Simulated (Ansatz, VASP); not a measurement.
## Two plane-wave programs on CaMnC6N6

File INCAR:

```
SYSTEM = CaMnC6N6
PREC = Accurate
ENCUT = 520
EDIFF = 1E-7
ISMEAR = 0
SIGMA = 0.1
LREAL = .False.
LASPH = .True.
NELM = 150
ALGO = Normal
ISIF = 2
LWAVE = .False.
LCHARG = .False.
ISPIN = 2
MAGMOM = 0 4 0 0 0 0 0 0 0 0 0 0 0 0
LORBIT = 11
LMAXMIX = 4
GGA = PE
NBANDS = 56
LUSENCCL = .False.
```

KPOINTS

```
regular mesh
0
Gamma
  4 4 4
  0 0 0
```

POSCAR

```
CaMnC6N6
1.0
    0.0000000000      5.3180000000      5.3180000000
    5.3180000000      0.0000000000      5.3180000000
    5.3180000000      5.3180000000      0.0000000000
Ca Mn C N
1 1 6 6
Direct
    0.5000000000      0.5000000000      0.5000000000
    0.0000000000      0.0000000000      0.0000000000
    0.8177886400      0.1822113600      0.1822113600
    0.1822113600      0.8177886400      0.1822113600
    0.1822113600      0.1822113600      0.8177886400
    0.1822113600      0.8177886400      0.8177886400
    0.8177886400      0.1822113600      0.8177886400
    0.8177886400      0.8177886400      0.1822113600
    0.7077848800      0.2922151200      0.2922151200
    0.2922151200      0.7077848800      0.2922151200
    0.2922151200      0.2922151200      0.7077848800
    0.2922151200      0.7077848800      0.7077848800
    0.7077848800      0.2922151200      0.7077848800
    0.7077848800      0.7077848800      0.2922151200
```

Input for Ansatz:

```yaml
crystal:
  lattice:
    - [0.0, 5.318, 5.318]
    - [5.318, 0.0, 5.318]
    - [5.318, 5.318, 0.0]
  atoms:
    - { symbol: Ca, position: [0.5, 0.5, 0.5] }
    - { symbol: Mn, position: [0.0, 0.0, 0.0], spin: 4.0 }
    - { symbol: C, position: [0.81778864, 0.18221136, 0.18221136] }
    - { symbol: C, position: [0.18221136, 0.81778864, 0.18221136] }
    - { symbol: C, position: [0.18221136, 0.18221136, 0.81778864] }
    - { symbol: C, position: [0.18221136, 0.81778864, 0.81778864] }
    - { symbol: C, position: [0.81778864, 0.18221136, 0.81778864] }
    - { symbol: C, position: [0.81778864, 0.81778864, 0.18221136] }
    - { symbol: "N", position: [0.70778488, 0.29221512, 0.29221512] }
    - { symbol: "N", position: [0.29221512, 0.70778488, 0.29221512] }
    - { symbol: "N", position: [0.29221512, 0.29221512, 0.70778488] }
    - { symbol: "N", position: [0.29221512, 0.70778488, 0.70778488] }
    - { symbol: "N", position: [0.70778488, 0.29221512, 0.70778488] }
    - { symbol: "N", position: [0.70778488, 0.70778488, 0.29221512] }
basis:
  ecutwfc: 420
kpoints:
  mp_grid: { grid: [4, 4, 4] }
hamiltonian:
  xc: pbe
scf:
  occupations: { method: gaussian, width: 0.1 }
  lower_state_search: "off"
output:
  forces: true
  stress: true
  eigenvalues: true
  populations: true
magnetization:
  spin_polarized: true
```

Alike in both runs: task single point; functional PBE; k mesh 4 × 4 × 4; occupations gaussian, width 0.1 eV; collinear spin.

|  | VASP | Ansatz |
| --- | --- | --- |
| version | VASP 6.6.1 | Ansatz 0.2.0 |
| potentials or method | VASP PAW PBE potentials, release 64 (Ca_sv, Mn_pv, C, N) | scalar-relativistic, plane waves, PAW |
| plane-wave cutoff (eV) | 520 | 420 |
| valence electrons in the cell | 77 | 79 |

|  | VASP | Ansatz | Ansatz less VASP |
| --- | --- | --- | --- |
| gap on the k mesh at the Fermi level (eV) | 1.69 | 1.70 | +0.010 |
| least direct gap on the mesh (eV) | 1.69 | 1.70 | +0.010 |
| pressure (GPa) | 5.9 | 5.5 | -0.47 |
| rms of the force components (eV/Å) | 0.689 | 0.855 | +0.1661 |
| net moment per atom (μB) | 0.21 | 0.21 | 0.000 |
| size of the moment on the site where the two differ most (μB) | 2.56 | 2.21 | -0.343 |

Site moments also hang on the region over which each program counts them. Atom by atom the forces differ by 0.202 eV/Å (rms over components). The two sets of potentials don't hold the same shells in valence.

Caveats: the standard files for N, O and F lose accuracy on very short bonds; a cell with one magnetic atom can't hold antiferromagnetic order, which such compounds often take; forces of over 1 eV/Å show positions far from the minimum, so gaps and moduli don't describe the material at rest. A k mesh can miss the band edges.
